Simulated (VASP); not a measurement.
Crystal: CoPtO2.

```xyz
4
Lattice="1.4123 0.8154 5.9394 -1.4123 0.8154 5.9394 0.0000 -1.6307 5.9394" Properties=species:S:1:pos:R:3 pbc="T T T"
Co    0.0000    0.0000    8.9091
Pt    0.0000    0.0000    0.0000
O     0.0000    0.0000   15.8182
O     0.0000    0.0000    2.0000
```

The cell is a database's computed one.

| Item | Value |
| --- | --- |
| Program | VASP 6.6.1 |
| Task | relaxation of cell and atoms |
| Functional | PBEsol |
| Potentials or basis | VASP PAW PBE potentials, release 64 (Co, Pt, O) |
| Cutoff | 600 eV |
| k mesh | 15 × 15 × 15 |
| Occupations | methfessel-paxton, width 0.1 eV |
| Spin | no spin polarisation |

At the start: pressure -4.6 GPa; volume 10.26 Å³/atom.

Question: How do energy, volume and symmetry change on relaxing?

Answer: Over 7 steps the energy falls by 2.6 meV/atom and the volume is 10.08 Å³/atom (-1.7 %); space group R-3m (No. 166, to 0.05 Å).

The path:
```tsv
step	energy change (eV)	largest force (eV/Å)	pressure (GPa)	volume (Å³)
1	0.0000	0.0212	-4.58	41.04
2	0.0149	0.0172	7.76	39.32
3	-0.0103	0.0031	-0.06	40.35
4	-0.0103	0.0024	0.03	40.34
5	-0.0104	0.0382	0.04	40.31
6	-0.0104	0.0313	0.05	40.31
7	-0.0105	0.0001	-0.04	40.32
```

Final structure:
```
CELL_PARAMETERS angstrom
1.40352 0.81032 5.90889
-1.40352 0.81032 5.90889
0.00000 -1.62064 5.90889
ATOMIC_POSITIONS crystal
Co 0.50000 0.50000 0.50000
Pt 0.00000 0.00000 0.00000
O 0.88780 0.88780 0.88780
O 0.11220 0.11220 0.11220
```

Caveat: the PAW data sets were made with another functional, which shifts forces and pressure a little; an odd number of electrons without spin polarisation forces a metal; a magnetic or distorted state may lie lower; the run has no spin polarisation, though such a crystal can be magnetic.
